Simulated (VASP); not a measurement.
A VASP calculation is set up with these files.

**INCAR**
```
# general
SYSTEM  = CsSnBr3
PREC    = Accurate
ENCUT   = 400
LREAL   = .FALSE.
LASPH   = .TRUE.

# electronic loop
EDIFF   = 1E-6
NELM    = 100
ALGO    = Normal
LMAXMIX = 4

# smearing
ISMEAR  = 0
SIGMA   = 0.05

# ions
IBRION  = 2
NSW     = 60
ISIF    = 3
EDIFFG  = -0.02

# output
LWAVE   = .FALSE.
LCHARG  = .FALSE.
```

KPOINTS:
```
Automatic mesh
0
Gamma
4 4 4
0 0 0
```

POSCAR:
```
CsSnBr3
1.0
  5.6572859945   0.0000000000   0.0000000000
  0.0000000000   5.6572859945   0.0000000000
  0.0000000000   0.0000000000   5.6572859945
Cs Sn Br
1 1 3
Cartesian
  0.0000000000   0.0000000000   0.0000000000
  2.8286429972   2.8286429972   2.8286429972
  2.8286429972   0.0000000000   2.8286429972
  0.0000000000   2.8286429972   2.8286429972
  2.8286429972   2.8286429972   0.0000000000
```

POTCAR, in this order: Cs_sv Sn_d Br (LDA.64 set). Program: vasp_std.

Task: Write an equivalent input for Quantum ESPRESSO's pw.x.

Result: One equivalent input (not run):
```
&CONTROL
  calculation = 'vc-relax'
  pseudo_dir = './pseudo'
  outdir = './out'
  tprnfor = .true.
  tstress = .true.
  nstep = 60
  forc_conv_thr = 0.00078
/
&SYSTEM
  ibrav = 0
  nat = 5
  ntyp = 3
  ecutwfc = 72
  occupations = 'smearing'
  smearing = 'gaussian'
  degauss = 0.003675
  input_dft = 'pz'
/
&ELECTRONS
  conv_thr = 7.3e-08
  electron_maxstep = 100
/
&IONS
/
&CELL
/
ATOMIC_SPECIES
  Cs 132.905 Cs.upf
  Sn 118.710 Sn.upf
  Br 79.904 Br.upf
CELL_PARAMETERS angstrom
     5.6572860    0.0000000    0.0000000
     0.0000000    5.6572860    0.0000000
     0.0000000   -0.0000000    5.6572860
ATOMIC_POSITIONS crystal
  Cs   0.0000000  0.0000000  0.0000000
  Sn   0.5000000  0.5000000  0.5000000
  Br   0.5000000  0.0000000  0.5000000
  Br   0.0000000  0.5000000  0.5000000
  Br   0.5000000  0.5000000  0.0000000
K_POINTS automatic
  4 4 4 0 0 0
```
The two are equivalent in intent, not identical: the potentials are each code's own (VASP's PAW set, PseudoDojo norm-conserving files in pw.x), so ENCUT and ecutwfc are chosen apart and not converted; conv_thr bounds pw.x's estimated SCF error, while EDIFF bounds the energy change between steps; forc_conv_thr acts on force components and is met together with etot_conv_thr.

The structure comes from a computed database's CsSnBr3 entry (Pm-3m); how it stands against other phases isn't given here. This run relaxes it. Symmetry was kept, so distortions that lower it aren't found. The start is the result of an earlier pass.
